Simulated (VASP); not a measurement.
Consider the following.

```xyz
1
Lattice="0.0000 1.8050 1.8050 1.8050 0.0000 1.8050 1.8050 1.8050 0.0000" Properties=species:S:1:pos:R:3 pbc="T T T"
Cu     0.0000     0.0000     0.0000
```

Computed with PBE GGA, VASP's PBE PAW potentials (set 64) (plane waves; VASP). Settings: 400 eV cut-off, 13×13×13 Γ-centred mesh, first-order Methfessel-Paxton smearing of 0.10 eV, potentials Cu.

**Question.** Give the stress tensor in GPa (positive for a compressed cell).

**Answer.** 
```
2.12  0.00  0.00
0.00  2.12  0.00
0.00  0.00  2.12
```
The pressure is its mean diagonal, 2.12 GPa.

The compound is Cu in the fcc structure. The cell was not relaxed at this level.
